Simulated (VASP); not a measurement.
Given:

```yaml
crystal:
  lattice:
    - [-1.61160, 1.61160, 1.61160]
    - [1.61160, -1.61160, 1.61160]
    - [1.61160, 1.61160, -1.61160]
  atoms:
    - { symbol: W, position: [0.00000, 0.00000, 0.00000] }
```

Method: PBE GGA, VASP's PBE PAW potentials (set 64) (plane waves; VASP). Run with 400 eV cut-off, 8×8×8 Γ-centred mesh, first-order Methfessel-Paxton smearing of 0.10 eV, potentials W_sv.

### Question
Give the stress tensor in GPa (positive for a compressed cell).

### Answer

```
-9.86   0.00   0.00
 0.00  -9.86   0.00
 0.00   0.00  -9.86
```
The pressure is its mean diagonal, -9.86 GPa.

The compound is W in the bcc structure. The cell was not relaxed at this level. The k-mesh is coarse (spacing up to 0.34 per Å, 2π included), so the numbers may not be converged in it. The run is one of a series of settings (KPOINTS 8×8×8 Γ-centred mesh against the base run), some of them coarse on purpose.
